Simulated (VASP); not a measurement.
Here is the system:

```xyz
2
Lattice="0.0000 2.0400 2.0400 2.0400 0.0000 2.0400 2.0400 2.0400 0.0000" Properties=species:S:1:pos:R:3 pbc="T T T"
Li     0.0000     0.0000     0.0000
H      2.0400     2.0400     2.0400
```

Computed with PBE GGA, VASP's PBE PAW potentials (set 64) (plane waves; VASP). Settings: 800 eV cut-off, 10×10×10 Γ-centred mesh, Gaussian smearing of 0.050 eV, potentials Li_sv H_h.

**Question.** Give the stress tensor in GPa (positive for a compressed cell).

**Answer.** 
```
-2.09   0.00   0.00
 0.00  -2.09   0.00
 0.00   0.00  -2.09
```
The pressure is its mean diagonal, -2.09 GPa.

The compound is LiH in the rock salt structure. The cell was not relaxed at this level. The run is one of a series of settings (ENCUT = 800, POTCAR Li_sv H_h (PBE.64 set) against the base run), some of them coarse on purpose.
